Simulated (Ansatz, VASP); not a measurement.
# ReS in two plane-wave programs

One calculation is typed for both programs; each brings its own data sets. How far apart do they land? The cell is generated by rule, not measured, and may not be a known phase. The cell is taken from a series of runs on this material, whose earlier steps may have relaxed, scaled, displaced or heated it; both programs get it as it stands.

Method: plane waves, with VASP 6.6.1 beside it; relaxation of cell and atoms at PBEsol, in Ansatz 0.2.0.

The structure was built from a prototype and need not be the compound's stable phase.

**1. The starting structure**

It takes space group F-43m (No. 216, cubic). Conventional cell: a = 5.184 Å, b = 5.184 Å, c = 5.184 Å, α = 90.00°, β = 90.00°, γ = 90.00°. Re has 4 S at 2.24 Å nearest. S has 4 Re at 2.24 Å nearest. Farther neighbours and most contacts between anions are not listed.

As a file:

```cif
data_structure
_symmetry_space_group_name_H-M 'F-43m'
_symmetry_Int_Tables_number 216
_cell_length_a 5.1843
_cell_length_b 5.1843
_cell_length_c 5.1843
_cell_angle_alpha 90.000
_cell_angle_beta 90.000
_cell_angle_gamma 90.000
_cell_volume 139.34
loop_
_atom_site_label
_atom_site_type_symbol
_atom_site_symmetry_multiplicity
_atom_site_Wyckoff_symbol
_atom_site_fract_x
_atom_site_fract_y
_atom_site_fract_z
_atom_site_occupancy
Re1 Re 4 a 0.00000 0.00000 0.00000 1
S1 S 4 d 0.25000 0.25000 0.75000 1
```

**2. Ansatz: relaxation of cell and atoms, PBEsol**

Ansatz runs on its default PAW (the set named soft_2) files.

The relaxed volume is the usual yardstick between codes: in a stiff, nearly cubic crystal its relative difference is about their pressure difference at one cell divided by the bulk modulus.

Contents of input.yaml:

```yaml
crystal:
  lattice:
    - [0.0, 2.592151656, 2.592151656]
    - [2.592151656, 0.0, 2.592151656]
    - [2.592151656, 2.592151656, 0.0]
  atoms:
    - { symbol: Re, position: [0.0, 0.0, 0.0] }
    - { symbol: S, position: [0.25, 0.25, 0.25] }
kpoints:
  mp_grid: { grid: [16, 16, 16] }
hamiltonian:
  xc: pbesol
scf:
  occupations: { method: methfessel_paxton, width: 0.15 }
output:
  forces: true
  stress: true
  eigenvalues: true
  write_density: true
  write_potential: true
  elf: true
  volumetric_format: npy
relax:
  adjacent_minimum: "off"
  f_tol: 0.001
  max_steps: 60
  cell: { stress_tol: 0.01 }
```

Command:

```
$ ansatz run input.yaml --threads 4 --pin off --max-ram 8192MiB --backend cpu --events-out ev --progress --plain --runs-dir out
```

Numbers of over 12 decimals in the logs are rounded to 6 here.

Output:

```text
Engine: ansatz 0.2.0, x86_64-unknown-linux-gnu
Pseudopotentials: kind: paw
Pseudopotential: Re, paw, valence charge 15, recommended cutoff 420 eV (normal), Re.paw.azcp
Pseudopotential: S, paw, valence charge 6, recommended cutoff 420 eV (normal), S.paw.azcp
Functional definition: PBEsol
  exchange = pbesol_x
  correlation = pbesol_c
Crystal: 2 atoms, lattice volume = 34.835 Å³
Basis set: ecut = 420 eV, 701 PW (Γ), exchange–correlation on 50×50×50 points (8 copies of the dense FFT grid, shifted against one another)
Bands: 15, of which v1, the nominal top of the filled ones, is band 11 counted from 1 (10 counted from 0)
Symmetry: 24 space group operations
Space group: F-43m (ITA 216), of the structure as read, at distance tolerance 3.3e-5 Å
k-points: 145 of 4096 (time reversal used)
Non-local potential: Re, projectors of the file, l = 0: 3, l = 1: 2, l = 2: 2, l = 3: 1
Non-local potential: S, projectors of the file, l = 0: 2, l = 1: 2, l = 2: 2
PAW form: soft (Blöchl's): semilocal exchange-correlation on the pseudo side does not see the compensation charge
PAW frozen core: Re, regenerated for the run's functional, and the local potential with it (the file was generated under x = pbe(κ = 0.804, μ = 0.219515), c = pbe(β = 0.066725))
PAW frozen core: S, regenerated for the run's functional, and the local potential with it (the file was generated under x = pbe(κ = 0.804, μ = 0.219515), c = pbe(β = 0.066725))
PAW one-centre angular grid: Re, 590 points (default); XC on 64 Gauss nodes
PAW one-centre angular grid: S, 110 points (default); XC on 64 Gauss nodes
Initial density: superposition of atomic densities (neutral atoms: chi_scale 0, normalization atom), corrected by the library's trained network
Initial wavefunctions: pseudopotential atomic-orbital guess
Functional: x = pbesol(κ = 0.804, μ = 0.123457), c = pbesol(β = 0.046)
SCF iter   1: F=—  HF=-11621.559725 eV  |F-HF|=—  |Δ(HF+E_count)|=         —  Δρ=6.38e-3  dr2=6.35e-3  ethr=1.77e-3  ⟨swp⟩=5.0  Hψ=12103  notcnv=0
preconditioner: auto → Kerker (q_TF=auto, 2.508 Å⁻¹)  [metal: Δε(μ)=0.006 eV  Ē_g=9.875 eV  σ=0.150 eV  W_gap=0.03  n_scr=14 (ndim 8)  ℏωp=22.7 eV  f_vac=0.003  D(μ)=2.58/eV (n_scr^D=26)]
SCF iter   2: F=—  HF=-11621.559636 eV  |F-HF|=—  |Δ(HF+E_count)|=   8.98e-5  S|Δr|=    0.00e0  Δρ=3.76e-3  dr2=2.36e-3  ethr=3.02e-5  ⟨swp⟩=1.4  Hψ=3541  notcnv=0
SCF iter   3: F=—  HF=-11621.560267 eV  |F-HF|=—  |Δ(HF+E_count)|=   6.31e-4  S|Δr|=    0.00e0  Δρ=5.15e-4  dr2=1.00e-4  ethr=1.13e-5  ⟨swp⟩=2.6  Hψ=3441  notcnv=0
SCF iter   4: F=—  HF=-11621.560308 eV  |F-HF|=—  |Δ(HF+E_count)|=   4.18e-5  S|Δr|=    0.00e0  Δρ=2.09e-4  dr2=2.29e-5  ethr=4.78e-7  ⟨swp⟩=2.1  Hψ=2945  notcnv=0
SCF iter   5: F=—  HF=-11621.560313 eV  |F-HF|=—  |Δ(HF+E_count)|=   4.52e-6  S|Δr|=    0.00e0  Δρ=6.97e-5  dr2=1.42e-6  ethr=1.09e-7  ⟨swp⟩=2.0  Hψ=2883  notcnv=0
SCF iter   6: F=—  HF=-11621.560313 eV  |F-HF|=—  |Δ(HF+E_count)|=   2.67e-7  S|Δr|=    0.00e0  Δρ=1.61e-5  dr2=1.11e-7  ethr=6.77e-9  ⟨swp⟩=2.2  Hψ=3038  notcnv=0
SCF iter   7: F=-11621.560313 eV  HF=-11621.560313 eV  |F-HF|=3.46e-11  |Δ(HF+E_count)|=   1.46e-8  S|Δr|=    0.00e0  Δρ=3.25e-6  dr2=2.71e-9  ethr=4.76e-10  ⟨swp⟩=8.0  Hψ=11798  notcnv=0
SCF 1 converged in 7 iterations: F = -11621.560313 eV  dr2 = 2.71e-9
  greatest PAW one-centre occupation: 0.999 electrons in one spin orbital (limit 2), on the Re atom at site 0 (counted from 0), in its partial waves of l = 0
relax step   1: F+E_penalty+E_count = -11621.56031272 eV  Δ(F+E_penalty+E_count) = +0.000e0 eV  max|allowed force component| = 1.388e-17 eV/Å  Δτ_max = 0.0000 Å  P = -0.055 GPa  Ω = 34.835 Å³  (7 SCF iters, dr2 threshold 1.00e-7 eV, accepted)
[...]
relax step   2: F+E_penalty+E_count = -11621.56031880 eV  Δ(F+E_penalty+E_count) = -6.079e-6 eV  max|allowed force component| = 5.551e-17 eV/Å  Δτ_max = 0.0000 Å  P = +0.005 GPa  Ω = 34.824 Å³  energy of the carried Pulay correction = +4.401e-6 eV  (3 SCF iters, dr2 threshold 7.62e-9 eV, accepted)
[...]
relax step   3: F+E_penalty+E_count = -11621.56030794 eV  Δ(F+E_penalty+E_count) = +1.086e-5 eV  max|allowed force component| = 5.089e-17 eV/Å  Δτ_max = 0.0000 Å  P = +0.006 GPa  Ω = 34.824 Å³  stress off target by 5.59e-3 GPa  SCF on the basis re-selected at this cell (its energy is not comparable with the rows above)  (7 SCF iters)
basis re-selected at this cell: Δ(F+E_penalty+E_count) = +1.086e-5 eV, ΔP = +0.000 GPa vs the last step (what re-selecting the basis moved, of the pressure what is left beyond the Pulay correction that the steps carried, after the strain that the cell walked since its last selection, with what the two solves' SCF thresholds leave and, on support functions, any second-order correction that the steps lacked; it is no m [...]
SCF converged after 7 iterations
Stability not checked: this state was not tested for a lower state beside it, because cold or Methfessel-Paxton smearing, or corrected tetrahedra, fill the levels in a way that the test cannot read (fill_not_monotonic; see scf.lower_state_search)
Free energy (F): -11621.560308 eV
Harris-Foulkes:  -11621.560308 eV  (|F-HF|=9.09e-12)
Internal energy: -11621.557813 eV  (E = F + TS)
E sigma→0 (E₀):  -11621.559684 eV
Entropy (-TS):   -0.002495 eV (-1.247 meV/atom)
Fermi energy:    14.043422 eV
--- Per-component energies (eV) ---
  E_band       = -185.688673
  E_kinetic    = 654.172268
  E_local      = -1384.992926  (includes V_loc(G=0)·N_el)
  E_nonlocal   = 82.125401
  E_hartree    = 503.243777
  E_xc         = -497.401794
  E_vxc        = -391.731520  (∫ρ·V_xc dr)
  E_paw        = -9116.465272  (= ΣΔE_a)
  E_vpaw       = -151.749385  (= ΣTr[D̂ρ^β])
  E_aug_tail   = -0.000064  (compensation charges beyond the density's cutoff)
  E_ewald      = -1862.534414
  E_core_change = 0.295211  (= ΣΔE_core)
  E_smearing   = -0.002495  (= −TS)
  E_closure    = 0.000000  (closes the sum)
  Σ components = -11621.560308   (vs F -11621.560308, Δ=0.00e0)
--- Forces (eV/Å), atoms counted from 1 ---
  atom   1  Re    -0.00000000     0.00000000    -0.00000000
  atom   2  S     -0.00000000     0.00000000    -0.00000000
  max |Σ_I F_I| component: 2.68e-16 eV/Å
--- Stress (GPa, compression-positive) ---
        0.005591       0.000000       0.000000
        0.000000       0.005591      -0.000000
        0.000000      -0.000000       0.005591
  P = ⅓ Tr σ = 0.0056 GPa (0.056 kbar)
--- Band table (eV; the first three rows and the last of 145) ---
  k-point 0: bands = [... 7 lower, 7.6982, 12.8581, 12.8581, 15.3153, 18.9693, 18.9693, 18.9693, 22.3624]
  k-point 1: bands = [... 7 lower, 7.7226, 12.8334, 12.8334, 15.4813, 18.7896, 18.9871, 18.9871, 22.0714]
  k-point 2: bands = [... 7 lower, 7.7910, 12.7781, 12.7781, 15.9235, 18.2845, 18.9771, 18.9771, 21.4246]
  k-point 144: bands = [... 7 lower, 9.3293, 11.3372, 12.5869, 14.0042, 15.2916, 16.8616, 21.8765, 22.1915]
--- Relaxed structure (2 steps of the walk, 2 accepted, 1 SCFs on fresh bases) ---
  F+E_penalty+E_count = -11621.56030794 eV   max|allowed force component| = 5.089e-17 eV/Å   (the final SCF, on the basis selected at the relaxed cell)
  cell:  # Å, volume = 34.8238 Å³
    - [0, 2.591883, 2.591883]
    - [2.591883, 0, 2.591883]
    - [2.591883, 2.591883, 0]
  atoms:
    - { symbol: Re, position: [0, 0, 0] }
    - { symbol: S, position: [0.25, 0.25, 0.25] }
```

In the SCF lines HF is the Harris–Foulkes energy and dr2 the Hartree energy of the density residual, in eV; the loop may stop once dr2 is under the threshold and the program's other checks hold. Hψ counts applications of the Hamiltonian.

**3. VASP: relaxation of cell and atoms, PBEsol**

The same cell, functional, mesh and smearing now go to VASP, with its own data sets.

Lines of VASP's logs that name or quote its potential files are left out, and so is its time.

Contents of INCAR:

```
SYSTEM = ReS
PREC = Accurate
ENCUT = 600
EDIFF = 1E-07
NELM = 120
ISMEAR = 1
SIGMA = 0.15
LREAL = .FALSE.
ALGO = Normal
GGA = PS
NBANDS = 12
LASPH = .TRUE.
LORBIT = 11
LWAVE = .FALSE.
LCHARG = .FALSE.
ISIF = 3
IBRION = 2
NSW = 80
EDIFFG = -0.005
GGA_COMPAT = .FALSE.
NELMIN = 4
```

Contents of POSCAR:

```
ReS
1.0
    0.0000000000      2.5921520000      2.5921520000
    2.5921520000      0.0000000000      2.5921520000
    2.5921520000      2.5921520000      0.0000000000
Re S
1 1
Direct
    0.0000000000      0.0000000000      0.0000000000
    0.2500000000      0.2500000000      0.2500000000
```

Contents of KPOINTS:

```
Automatic mesh
0
Gamma
16 16 16
0 0 0
```

Potentials, in the order of the species: Re and S (PBE family, release 64).

Command:

```
$ mpirun -np 1 vasp_std
```

Output:

```text
[banner, memory and clock lines left out]
running    1 mpi-ranks, on    1 nodes
 distrk:  each k-point on    1 cores,    1 groups
 distr:  one band on    1 cores,    1 groups

 POSCAR found type information on POSCAR ReS
 POSCAR found :  2 types and       2 ions
|                                                                             |
|               ----> ADVICE to this user running VASP <----                  |
|                                                                             |
|     You enforced a specific xc type in the INCAR file but a different       |
|     [... a line on the potential file left out ...]
|     I HOPE YOU KNOW WHAT YOU ARE DOING!                                     |
|                                                                             |

 LDA part: xc-table for (Slater+PW92), standard interpolation
 POSCAR, INCAR and KPOINTS ok, starting setup
 FFT: planning ... GRIDC
 FFT: planning ... GRID_SOFT
 FFT: planning ... GRID
 WAVECAR not read
 entering main loop
       N       E                     dE             d eps       ncg     rms          rms(c)
DAV:   1     0.483332130020E+02    0.48333E+02   -0.65356E+03  5808   0.120E+03
DAV:   2    -0.152457196959E+02   -0.63579E+02   -0.59595E+02  5788   0.255E+02
DAV:   3    -0.176224554928E+02   -0.23767E+01   -0.23629E+01  5304   0.562E+01
DAV:   4    -0.176431810827E+02   -0.20726E-01   -0.20636E-01  5172   0.402E+00
DAV:   5    -0.176439159665E+02   -0.73488E-03   -0.73438E-03  5504   0.688E-01    0.329E+01
DAV:   6    -0.171591687319E+02    0.48475E+00   -0.16715E+00  5840   0.297E+01    0.138E+01
DAV:   7    -0.171019272538E+02    0.57241E-01   -0.73543E-02  5780   0.555E+00    0.681E+00
DAV:   8    -0.170897502389E+02    0.12177E-01   -0.15782E-02  5460   0.161E+00    0.615E-01
DAV:   9    -0.170897358409E+02    0.14398E-04   -0.39923E-04  5592   0.185E-01    0.518E-01
DAV:  10    -0.170897639975E+02   -0.28157E-04   -0.16665E-04  5308   0.220E-01    0.264E-01
DAV:  11    -0.170897321642E+02    0.31833E-04   -0.96736E-05  5648   0.111E-01    0.263E-02
DAV:  12    -0.170897316084E+02    0.55575E-06   -0.97740E-06  5200   0.249E-02    0.126E-02
DAV:  13    -0.170897315150E+02    0.93445E-07   -0.16493E-07  3688   0.692E-03
   1 F= -.17089732E+02 E0= -.17088909E+02  d E =-.170897E+02
 curvature:   0.00 expect dE= 0.000E+00 dE for cont linesearch  0.000E+00
 trial: gam= 0.00000 g(F)=  0.165E-48 g(S)=  0.131E-01 ort = 0.000E+00 (trialstep = 0.100E+01)
 search vector abs. value=  0.131E-01
 bond charge predicted
       N       E                     dE             d eps       ncg     rms          rms(c)
DAV:   1    -0.171176576812E+02   -0.27926E-01   -0.18713E+00  4948   0.629E+01    0.415E+00
DAV:   2    -0.170888874862E+02    0.28770E-01   -0.53638E-02  5748   0.557E+00    0.135E+00
DAV:   3    -0.170825696856E+02    0.63178E-02   -0.13075E-02  5712   0.161E+00    0.183E-01
DAV:   4    -0.170824183131E+02    0.15137E-03   -0.64626E-04  5668   0.527E-01    0.213E-01
DAV:   5    -0.170824214867E+02   -0.31736E-05   -0.94060E-06  4272   0.276E-02    0.190E-01
DAV:   6    -0.170824234995E+02   -0.20127E-05   -0.93718E-05  4776   0.215E-01    0.242E-02
DAV:   7    -0.170824236730E+02   -0.17358E-06   -0.47575E-06  5228   0.227E-02    0.506E-03
DAV:   8    -0.170824237427E+02   -0.69626E-07   -0.27102E-07  4260   0.570E-03
   2 F= -.17082424E+02 E0= -.17081577E+02  d E =0.730777E-02
 trial-energy change:    0.007308  1 .order    0.007028   -0.013084    0.027141
 step:   0.3163(harm=  0.3253)  dis= 0.00000  next Energy=   -17.091792 (dE=-0.206E-02)
 bond charge predicted
       N       E                     dE             d eps       ncg     rms          rms(c)
DAV:   1    -0.171075506831E+02   -0.25127E-01   -0.97716E-01  4200   0.479E+01    0.290E+00
DAV:   2    -0.170949269109E+02    0.12624E-01   -0.29245E-02  5744   0.388E+00    0.935E-01
DAV:   3    -0.170918630332E+02    0.30639E-02   -0.57841E-03  5764   0.109E+00    0.107E-01
DAV:   4    -0.170917639034E+02    0.99130E-04   -0.34485E-04  5708   0.396E-01    0.151E-01
DAV:   5    -0.170917684988E+02   -0.45954E-05   -0.66134E-06  4756   0.258E-02    0.116E-01
DAV:   6    -0.170917770500E+02   -0.85512E-05   -0.43813E-05  4824   0.155E-01    0.118E-02
DAV:   7    -0.170917770009E+02    0.49063E-07   -0.21262E-06  5364   0.168E-02    0.204E-03
DAV:   8    -0.170917767857E+02    0.21529E-06   -0.14102E-07  3352   0.637E-03    0.125E-03
DAV:   9    -0.170917767788E+02    0.68989E-08   -0.44570E-08  2436   0.271E-03
   3 F= -.17091777E+02 E0= -.17090946E+02  d E =-.204526E-02
 curvature:  -0.16 expect dE=-0.207E-07 dE for cont linesearch -0.207E-07
 trial: gam= 0.00000 g(F)=  0.162E-48 g(S)=  0.127E-06 ort =-0.408E-04 (trialstep = 0.863E+00)
 search vector abs. value=  0.127E-06
 reached required accuracy - stopping structural energy minimisation
```

OUTCAR, selected parts (step 3):

```text
ion  position               nearest neighbor table
   1  0.000  0.000  0.000-   2 2.24   2 2.24   2 2.24   2 2.24
   2  0.250  0.250  0.250-   1 2.24   1 2.24   1 2.24   1 2.24

  LATTYP: Found a face centered cubic cell.
 ALAT       =     5.1843040000

 Subroutine GETGRP returns: Found 24 space group operations
 (whereof 24 operations were pure point group operations)

The static configuration has the point symmetry T_d .

 Found    145 irreducible k-points:

   k-points           NKPTS =    145   k-points in BZ     NKDIM =    145   number of bands    NBANDS=     12

   dimension x,y,z NGX =    30 NGY =   30 NGZ =   30
   dimension x,y,z NGXF=    60 NGYF=   60 NGZF=   60

   ENCUT  =  600.0 eV  44.10 Ry    6.64 a.u.   7.32  7.32  7.32*2*pi/ulx,y,z

   NELECT =      13.0000    total number of electrons

 k-points in reciprocal lattice and weights: Automatic mesh
   0.00000000  0.00000000  0.00000000       0.000
   0.06250000  0.00000000  0.00000000       0.002
   0.12500000  0.00000000  0.00000000       0.002
   0.18750000  0.00000000  0.00000000       0.002
   0.25000000  0.00000000  0.00000000       0.002
   0.31250000  0.00000000  0.00000000       0.002
   0.37500000  0.00000000  0.00000000       0.002
   0.43750000  0.00000000  0.00000000       0.002
   0.50000000  0.00000000  0.00000000       0.001
[...]
-0.31250000  0.50000000  0.18750000       0.003
  -0.25000000  0.50000000  0.25000000       0.001

 average (electrostatic) potential at core
       1 -40.0920       2 -86.8699

 E-fermi :   6.4154

 k-point     1 :       0.0000    0.0000    0.0000
  band No.  band energies     occupation
    ...
      2       0.1015      2.00000
      3       0.1015      2.00000
      4       0.1015      2.00000
      5       5.2561      2.00000
      6       5.2561      2.00000
      7       7.6942     -0.00000
      8      11.3327      0.00000
      9      11.3327      0.00000
     10      11.3327      0.00000
     11      14.7080      0.00000
    ...

 k-point     2 :       0.0625    0.0000    0.0000
  band No.  band energies     occupation
    ...
      2       0.0416      2.00000
      3       0.1254      2.00000
      4       0.1254      2.00000
      5       5.2319      2.00000
      6       5.2319      2.00000
      7       7.8595     -0.00000
      8      11.1472      0.00000
      9      11.3433      0.00000
     10      11.3433      0.00000
     11      14.4303      0.00000
    ...

 k-point     3 :       0.1250    0.0000    0.0000
  band No.  band energies     occupation
    ...
      2      -0.1121      2.00000
      3       0.1924      2.00000
      4       0.1924      2.00000
      5       5.1775      2.00000
      6       5.1775      2.00000
      7       8.3003     -0.00000
      8      10.6269      0.00000
      9      11.3151      0.00000
     10      11.3151      0.00000
     11      13.8166      0.00000
    ...

  Total       -0.0013255     -0.0013255     -0.0013255     -0.0000000     -0.0000000      0.0000000
  in kB       -0.0603763     -0.0603763     -0.0603763     -0.0000000     -0.0000000      0.0000000
  external PRESSURE =      -0.0603763 kB  Pullay stress =       0.0000000 kB

  energy-cutoff  :      600.00
  volume of cell :       35.17
      direct lattice vectors                 reciprocal lattice vectors
     0.000000000  2.600560654  2.600560654    -0.192266233  0.192266233  0.192266233
     2.600560654  0.000000000  2.600560654     0.192266233 -0.192266233  0.192266233
     2.600560654  2.600560654  0.000000000     0.192266233  0.192266233 -0.192266233

 POSITION                                       TOTAL-FORCE (eV/Angst)
 -----------------------------------------------------------------------------------
      0.00000      0.00000      0.00000         0.000000      0.000000      0.000000
      1.30028      1.30028      1.30028        -0.000000     -0.000000     -0.000000
 -----------------------------------------------------------------------------------
    total drift:                                0.000000      0.000000      0.000000

  FREE ENERGIE OF THE ION-ELECTRON SYSTEM (eV)
  ---------------------------------------------------
  free  energy   TOTEN  =       -17.0917767788 eV

  energy  without entropy=      -17.0892851714  energy(sigma->0) =      -17.09094624

 reached required accuracy - stopping structural energy minimisation

 total charge
# of ion       s       p       d       tot
------------------------------------------
    1        0.552   0.487   5.207   6.245
    2        1.294   2.375   0.000   3.669
--------------------------------------------------
tot          1.846   2.862   5.207   9.915

[... 3 further parts left out ...]
```

This run has no spin polarisation, so a moment on Re, if there is one, isn't seen. Its electron count is odd, so without a moment it is a metal by construction. The data set Re keeps the semicore shell frozen, which is cheaper and a little less accurate.

**4. Comparison**

Known differences besides the potentials themselves: the data sets hold 21 valence electrons in Ansatz (on its default PAW (the set named soft_2) files) and 13 in VASP; the cutoff is 420 eV in Ansatz and 600 eV in VASP; Ansatz makes its cores anew for this functional, VASP keeps those of its PBE data sets; Ansatz adds a Pulay correction to the stress that steers its cell, VASP none. Total energies have different zeros and are not compared.

Both answers:

| quantity | Ansatz | VASP | difference |
| --- | --- | --- | --- |
| volume (Å³) | 34.82 | 35.17 | -1.00 % |
| edge a after relaxation, in the typed setting (Å) | 3.666 | 3.678 | -0.33 % |

**5. What came out**

| Property | Result |
| --- | --- |
| difference in volume (relaxation of cell and atoms, PBEsol) | -1.00 % |

In words: The difference in volume is -1.00 % (relaxation of cell and atoms, PBEsol), within the 1.2 % picked in this series as the mark of a large difference, as far as the stopping tolerances let one tell. The data sets hold unlike numbers of valence electrons (21 in Ansatz and 13 in VASP), so part of the differences comes from the potentials. 2 further runs of this series are not shown here. Such differences can come from data sets, numerical settings and the points named under the comparisons, not from the functional's error against experiment.

[Lines on the potential files, build, host, timing and source positions are cut from VASP's logs without a mark.]

[Logs are printed without paths, hosts, clocks, repeated set-up lines and the standing remarks that a program may print on its own settings, such as how far it seeks lower states.]

[Hosts, paths, dates, database ids (printed as entryN), source tags and the programs' standing remarks are cut or masked in the printed files.]
